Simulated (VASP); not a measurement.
The system is OSi, in a box.

```
CELL_PARAMETERS angstrom
11.00000 0.00000 0.00000
0.00000 10.00000 0.00000
0.00000 0.00000 10.00000
ATOMIC_POSITIONS crystal
O 0.44294 0.52525 0.47100
Si 0.55943 0.47895 0.53580
```

Base run:

| Quantity | Value |
| --- | --- |
| Program | VASP 6.6.1 |
| Functional | B3LYP |
| Dispersion | D3(BJ) |
| Potentials or basis | VASP PAW PBE potentials, release 64 (O, Si) |
| Cutoff | 520 eV |
| k mesh | 1 × 1 × 1 |
| Occupations | gaussian, width 0.01 eV |
| Spin | no spin polarisation |

Its results: gap between the frontier levels 6.37 eV; largest force 0.230 eV/Å.

Task: The run is repeated on the same cell with these changes: functional from B3LYP to revPBE; potentials or basis from VASP PAW PBE potentials, release 64 (O, Si) to VASP PAW PBE potentials, release 64 (O_h, Si); cutoff from 520 eV to 900 eV. What comes out?

Result: Gap between the frontier levels 4.59 eV; largest force 1.249 eV/Å.

Caveats: the PAW data sets were made with another functional, which shifts forces and pressure a little.

